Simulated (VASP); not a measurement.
Input:

```
LaS
1.0
    0.00000     2.93815     2.93815
    2.93815     0.00000     2.93815
    2.93815     2.93815     0.00000
S La
1 1
Direct
  0.50000   0.50000   0.50000
  0.00000   0.00000   0.00000
```

These are SCAN meta-GGA, VASP's PBE PAW potentials (set 64) (plane waves; VASP) values and carry that method's errors. Numerical set-up: 400 eV cut-off, 12×12×12 Γ-centred mesh, tetrahedra with Blöchl corrections, potentials S La.

Problem. Give the energies of bands 6 to 11 at the high-symmetry points, in eV from the Fermi level.

Solution. 
```json
[
 {"band": "6", "Γ": "-3.73", "X": "-4.19", "U": "-4.88", "L": "-6.18", "W": "-5.17"},
 {"band": "7", "Γ": "-3.73", "X": "-3.80", "U": "-4.49", "L": "-5.20", "W": "-4.24"},
 {"band": "8", "Γ": "-3.73", "X": "-3.80", "U": "-4.27", "L": "-5.20", "W": "-4.24"},
 {"band": "9", "Γ": "0.15", "X": "-1.94", "U": "-0.54", "L": "1.29", "W": "0.48"},
 {"band": "10", "Γ": "0.15", "X": "1.94", "U": "1.68", "L": "1.73", "W": "0.48"},
 {"band": "11", "Γ": "0.15", "X": "1.98", "U": "1.81", "L": "1.73", "W": "2.02"}
]
```

It has no gap at this level: it comes out as a metal or semimetal.

The structure comes from a measured LaS entry (Fm-3m) of the Crystallography Open Database, whose conditions weren't checked. It was relaxed first. The electron count is odd and the run is not spin-polarised, which forces a metal.
